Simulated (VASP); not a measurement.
Computed with LDA (Ceperley-Alder, Perdew-Zunger) with spin-orbit coupling, VASP's LDA PAW potentials (set 64) (plane waves; VASP 6.6.1).

The input files of a VASP run:

File KPOINTS:
```
kpoints
0
gamma
4 4 4
```

### INCAR
```
# general
SYSTEM       =SnMoO3
PREC         =Accurate
ENCUT        =400
LREAL        =.FALSE.
LASPH        =.TRUE.

# electronic loop
EDIFF        =1E-6
NELM         =100
ALGO         =Normal
LMAXMIX      =4

# smearing
ISMEAR       =0
SIGMA        =0.05

# functional
GGA_COMPAT   =.FALSE.

# spin
MAGMOM       =0.0 0.0 0.0 0.0 0.0 0.0 0.0 0.0 0.0 0.0 0.0 0.0 0.0 0.0 0.0
LSORBIT      =.TRUE.
LNONCOLLINEAR=.TRUE.

# ions
ISIF         =2

# output
LWAVE        =.FALSE.
LCHARG       =.FALSE.
LORBIT       =11
```

**POSCAR**
```
SnMoO3
1.0
  3.9145830000   0.0000000000   0.0000000000
  0.0000000000   3.9145830000   0.0000000000
  0.0000000000   0.0000000000   3.9145830000
Sn Mo O
1 1 3
Cartesian
 -0.0049323746   0.0061850411  -0.0212601003
  1.8990973091   1.9558431043   1.9721199404
  0.0152081550   1.9463110947   1.9614409580
  1.9999173943   1.9539484461   0.0129298676
  1.9625840162   0.0095828992   1.9466438342
```

POTCAR, in this order: Sn_d Mo_sv O (LDA.64 set). Program: vasp_ncl.

Predict the energy per atom (σ→0), largest force, band gap (on the k-mesh).

```
Quantity                                                    Result
------------------------  ----------------------------------------
energy per atom (σ→0)                               -8.293 eV/atom
band gap (on the k-mesh)  none (metal, semimetal or under 0.01 eV)
largest force                                           1.880 eV/Å
```

File OSZICAR:
```
...
DAV:  12    -0.414718667205E+02   -0.16272E-03   -0.49392E-04  8596   0.147E-01    0.163E-01
DAV:  13    -0.414717897361E+02    0.76984E-04   -0.51444E-05  8234   0.423E-02    0.151E-01
DAV:  14    -0.414713967358E+02    0.39300E-03   -0.42306E-03  7904   0.165E-01    0.534E-02
DAV:  15    -0.414713993816E+02   -0.26458E-05   -0.21880E-04  8510   0.637E-02    0.234E-02
DAV:  16    -0.414714002459E+02   -0.86428E-06   -0.17360E-04  7596   0.391E-02    0.169E-02
DAV:  17    -0.414713997653E+02    0.48064E-06   -0.52096E-05  6188   0.202E-02    0.116E-02
DAV:  18    -0.414713996467E+02    0.11863E-06   -0.34989E-07  4216   0.515E-03
   1 F= -.41471400E+02 E0= -.41466696E+02  d E =-.940816E-02  mag=    -0.0004     0.0013    -0.0033
```

The structure was generated: SnMoO3 was put into an ordered model structure, which need not be its known phase. The cell was not relaxed at this level, atoms are displaced from their ideal sites. The k-mesh is coarse (spacing up to 0.40 per Å, 2π included), so the numbers may not be converged in it. The run is one of a series of settings (GGA_COMPAT = .FALSE., LNONCOLLINEAR = .TRUE., LSORBIT = .TRUE., MAGMOM = 0.0 0.0 0.0 0.0 0.0 0.0 0.0 0.0 0.0 0.0 0.0 0.0 0.0 0.0 0.0, program vasp_ncl against the base run), some of them coarse on purpose.
